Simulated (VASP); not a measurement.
Input:

```
SnS2
1.0
    1.85171    -3.20725     0.00000
    1.85171     3.20725     0.00000
    0.00000     0.00000     6.73573
Sn S
1 2
Direct
  0.00000   0.00000   0.00000
  0.33333   0.66667   0.21930
  0.66667   0.33333   0.78070
```

These are PW91 GGA, VASP's PBE PAW potentials (set 64) (plane waves; VASP) values and carry that method's errors. Numerical set-up: 520 eV cut-off, 8×8×4 Γ-centred mesh, tetrahedra with Blöchl corrections, potentials Sn_d S.

The cores are frozen, which limits the accuracy of field gradients. Without a dispersion term in the relaxation, distances and binding between the weakly bound layers, chains or molecules are unreliable, and so is what depends on them.

Task: Give the principal components of the electric field gradient (V/Å²) and the asymmetry η at each nucleus.

Result: 
```
atom   Vxx   Vyy    Vzz     η
----  ----  ----  -----  ----
Sn1   -5.1  -5.1   10.2  0.00
S2    25.6  25.6  -51.3  0.00
S3    25.6  25.6  -51.3  0.00
```

The compound is SnS2 in the 1T layered structure. It was relaxed first, which changed the volume by +18 %.
